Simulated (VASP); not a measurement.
Here is the system:

```
CELL_PARAMETERS angstrom
      1.85623    -3.21508     0.00000
      1.85623     3.21508     0.00000
      0.00000     0.00000    11.87854
ATOMIC_POSITIONS crystal
  La 0.00000 0.00000 0.50000
  La 0.00000 0.00000 0.00000
  La 0.33333 0.66667 0.25000
  La 0.66667 0.33333 0.75000
```

Method: rev-vdW-DF2, VASP's PBE PAW potentials (set 64) (plane waves; VASP). Run with 520 eV cut-off, Gaussian smearing of 0.050 eV, potentials La.

Question: Give the energies of bands 17 to 25 at the high-symmetry points, in eV from the Fermi level.

Answer: 
```tsv
band	Γ	M	K	A	L	H
17	-3.19	-2.05	-1.01	-2.71	-1.77	-1.22
18	-1.85	-1.94	-1.01	-2.71	-1.77	-1.22
19	-1.85	-1.68	-0.73	-1.75	-1.45	-0.39
20	-1.84	-1.14	-0.57	-1.75	-1.45	-0.39
21	0.49	-0.74	-0.57	0.75	-1.18	-0.05
22	0.64	-0.30	0.04	0.75	-1.18	-0.05
23	1.24	-0.23	0.19	1.25	0.63	-0.02
24	1.24	0.42	0.19	1.25	0.63	-0.02
25	1.26	0.97	0.92	1.29	1.26	0.90
```

It has no gap at this level: it comes out as a metal or semimetal.

The compound is La in the dhcp structure. It was relaxed first, which changed the volume by -5 %.
